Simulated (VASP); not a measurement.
Output of a VASP run:

**OSZICAR**
```
...
DAV:   9    -0.400217709030E+02   -0.65046E-01   -0.54367E-02  3530   0.207E+00    0.149E-01
DAV:  10    -0.400200173434E+02    0.17536E-02   -0.87205E-03  3568   0.798E-01    0.642E-02
DAV:  11    -0.400235979839E+02   -0.35806E-02   -0.47202E-03  3490   0.532E-01    0.398E-02
DAV:  12    -0.400239922867E+02   -0.39430E-03   -0.33751E-04  3644   0.153E-01    0.826E-03
DAV:  13    -0.400240716263E+02   -0.79340E-04   -0.48095E-05  3708   0.711E-02    0.541E-03
DAV:  14    -0.400240606936E+02    0.10933E-04   -0.84953E-06  3510   0.328E-02    0.229E-03
DAV:  15    -0.400240684684E+02   -0.77748E-05   -0.96385E-07  2008   0.953E-03    0.108E-03
DAV:  16    -0.400240634626E+02    0.50057E-05   -0.33075E-07  1768   0.718E-03    0.433E-04
DAV:  17    -0.400240657326E+02   -0.22700E-05   -0.15217E-07  1746   0.410E-03    0.166E-04
DAV:  18    -0.400240649546E+02    0.77796E-06   -0.15292E-08  1736   0.154E-03
   1 F= -.40024065E+02 E0= -.40024088E+02  d E =-.400241E+02
       N       E                     dE             d eps       ncg     rms          rms(c)
DAV:   1    -0.400328713590E+02   -0.88056E-02   -0.18669E-01  4366   0.640E+00    0.801E-01
DAV:   2    -0.400251558731E+02    0.77155E-02   -0.24697E-02  3632   0.165E+00    0.214E-01
DAV:   3    -0.400243526142E+02    0.80326E-03   -0.13870E-03  3980   0.636E-01    0.117E-01
DAV:   4    -0.400240063795E+02    0.34623E-03   -0.62323E-04  4030   0.339E-01    0.438E-02
DAV:   5    -0.400237848236E+02    0.22156E-03   -0.42501E-04  3592   0.239E-01    0.182E-02
DAV:   6    -0.400240347721E+02   -0.24995E-03   -0.26723E-04  3460   0.138E-01    0.724E-03
DAV:   7    -0.400240432375E+02   -0.84653E-05   -0.76944E-06  3552   0.231E-02    0.493E-03
DAV:   8    -0.400240431902E+02    0.47243E-07   -0.33969E-06  2708   0.144E-02
   2 F= -.40024043E+02 E0= -.40024065E+02  d E =0.217644E-04
       N       E                     dE             d eps       ncg     rms          rms(c)
DAV:   1    -0.400266064559E+02   -0.25632E-02   -0.51429E-02  4374   0.339E+00    0.414E-01
DAV:   2    -0.400244773015E+02    0.21292E-02   -0.69167E-03  3620   0.868E-01    0.111E-01
DAV:   3    -0.400242622717E+02    0.21503E-03   -0.38797E-04  3964   0.334E-01    0.604E-02
DAV:   4    -0.400241533790E+02    0.10889E-03   -0.17178E-04  4024   0.178E-01    0.226E-02
DAV:   5    -0.400241081578E+02    0.45221E-04   -0.11154E-04  3614   0.123E-01    0.929E-03
DAV:   6    -0.400241591490E+02   -0.50991E-04   -0.71404E-05  3468   0.705E-02    0.376E-03
DAV:   7    -0.400241644790E+02   -0.53300E-05   -0.21156E-06  2744   0.121E-02    0.256E-03
DAV:   8    -0.400241651579E+02   -0.67884E-06   -0.87779E-07  1812   0.845E-03
   3 F= -.40024165E+02 E0= -.40024188E+02  d E =-.100203E-03
       N       E                     dE             d eps       ncg     rms          rms(c)
DAV:   1    -0.400247328750E+02   -0.56840E-03   -0.20683E-02  3444   0.152E+00    0.149E-01
DAV:   2    -0.400243110803E+02    0.42179E-03   -0.56528E-04  3894   0.286E-01    0.834E-02
DAV:   3    -0.400241757158E+02    0.13536E-03   -0.30066E-04  3982   0.219E-01    0.153E-02
DAV:   4    -0.400242111984E+02   -0.35483E-04   -0.78116E-05  3592   0.774E-02    0.782E-03
DAV:   5    -0.400242179429E+02   -0.67445E-05   -0.13895E-05  3460   0.316E-02    0.308E-03
DAV:   6    -0.400242194441E+02   -0.15012E-05   -0.83280E-07  2412   0.959E-03    0.119E-03
DAV:   7    -0.400242186655E+02    0.77866E-06   -0.66935E-07  1858   0.746E-03
   4 F= -.40024219E+02 E0= -.40024239E+02  d E =-.535076E-04
```

OUTCAR:
```
------------------------ aborting loop because EDIFF is reached ----------------------------------------
  FORCE on cell =-STRESS in cart. coord.  units (eV):
  Direction    XX          YY          ZZ          XY          YZ          ZX
  --------------------------------------------------------------------------------------
  Total        0.0032469      0.0032469      0.0146645     -0.0000000      0.0000000     -0.0000000
  in kB        0.1645294      0.1645294      0.7430918     -0.0000000      0.0000000     -0.0000000
  external PRESSURE =       0.3573835 kB  Pullay stress =       0.0000000 kB
  volume of cell :       31.62
      direct lattice vectors                 reciprocal lattice vectors
     3.207149792  0.000000050  0.000000000     0.311803332  0.180019765 -0.000000000
    -1.603575308  2.777473481  0.000000000    -0.000000006  0.360039438 -0.000000000
     0.000000000  0.000000000  3.549502265    -0.000000000 -0.000000000  0.281729641
 POSITION                                       TOTAL-FORCE (eV/Angst)
 -----------------------------------------------------------------------------------
     -0.00000      0.00000      0.00000        -0.000000      0.000000     -0.000000
      1.60358      0.92582      1.77475         0.000000     -0.000000      0.000000
 -----------------------------------------------------------------------------------
    total drift:                               -0.000734      0.000431      0.000000
  FREE ENERGIE OF THE ION-ELECTRON SYSTEM (eV)
  ---------------------------------------------------
  free  energy   TOTEN  =       -40.0242186655 eV

  energy  without entropy=      -40.0242809769  energy(sigma->0) =      -40.02423944

 reached required accuracy - stopping structural energy minimisation
```
(Selected blocks of OUTCAR.)

POSCAR:
```
GeMo
1
    3.2127351692     0.0000000490     0.0000000000
   -1.6063679977     2.7823105614     0.0000000000
    0.0000000000    -0.0000000000     3.5454865444
Mo Ge
1 1
Direct
  0.0000000000   0.0000000000   0.0000000000
  0.6666670000   0.3333330000   0.5000000000
```

Write an INCAR and KPOINTS that could have produced this output.

This is not unique; one that fits is the input of the run itself, r2SCAN meta-GGA, plane waves, VASP's PBE PAW potentials (set 64).

### KPOINTS
```
Automatic mesh
0
Gamma
12 12 9
0 0 0
```

**INCAR**
```
EDIFF=1E-6
LASPH=.True.
ENCUT=400
LWAVE=.False.
NELM=100   # most electronic steps
EDIFFG=-0.01
SYSTEM=GeMo
SIGMA=0.1
LREAL=.False.   # projection in real space or not
METAGGA=R2SCAN
LMAXMIX=4
LCHARG=.False.
ISIF=3   # ions, shape and volume
LMIXTAU=.True.
ALGO=Normal   # blocked Davidson
ISMEAR=1   # Methfessel-Paxton
IBRION=2   # conjugate gradients
PREC=Accurate
NSW=60   # most ionic steps
```

POTCAR, in this order: Mo_sv Ge_d (PBE.64 set). Program: vasp_std.

The structure was generated: GeMo was put into the WC type (P-6m2), which need not be its known phase. This run relaxes it. Symmetry was kept, so distortions that lower it aren't found. The start is the result of an earlier pass.
